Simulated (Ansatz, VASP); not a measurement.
## CaSn2O5: VASP beside Ansatz

```
CELL_PARAMETERS angstrom
2.00009 -5.44374 0.00000
2.00009 5.44374 0.00000
0.00000 0.00000 10.86588
ATOMIC_POSITIONS crystal
Ca 0.80709 0.19291 0.75000
Ca 0.19291 0.80709 0.25000
Sn 0.13197 0.86803 0.93720
Sn 0.13197 0.86803 0.56280
Sn 0.86803 0.13197 0.43720
Sn 0.86803 0.13197 0.06280
O 0.95238 0.04762 0.89087
O 0.95238 0.04762 0.60913
O 0.19929 0.80071 0.75000
O 0.30586 0.69414 0.05318
O 0.30586 0.69414 0.44682
O 0.04762 0.95238 0.39087
O 0.04762 0.95238 0.10913
O 0.80071 0.19929 0.25000
O 0.69414 0.30586 0.94682
O 0.69414 0.30586 0.55318
```

Alike in both runs: functional PBE; k mesh 3 × 3 × 1; occupations gaussian, width 0.15 eV; no spin polarisation.

Ansatz relaxed the structure, and its values are those at the end. VASP's run is a single point on that final structure, the one shown.

|  | VASP | Ansatz |
| --- | --- | --- |
| version | VASP 6.6.1 | Ansatz 0.2.0 |
| potentials or method | VASP PAW PBE potentials, release 64 (Ca_sv, Sn_d, O) | scalar-relativistic, plane waves, PAW |
| plane-wave cutoff (eV) | 520 | 420 |
| valence electrons in the cell | 136 | 136 |

|  | VASP | Ansatz | Ansatz less VASP |
| --- | --- | --- | --- |
| gap on the k mesh at the Fermi level (eV) | 1.54 | 1.58 | +0.038 |
| least direct gap on the mesh (eV) | 1.56 | 1.59 | +0.037 |
| pressure (GPa) | 0.5 | 0.0 | -0.54 |
| rms of the force components (eV/Å) | 0.017 | 0.013 | -0.0041 |

With one functional, cell and mesh, what is left measures potentials, basis and numerics.

Caveats: the k mesh is coarse (spacing up to 0.58 Å⁻¹), so the values aren't converged; spin-orbit coupling is left out, which moves the levels of the heavy elements; an odd mesh through Γ misses points on the zone boundary, where band edges often lie. A hybrid or GW would open this gap; PBE tends to underestimate it.
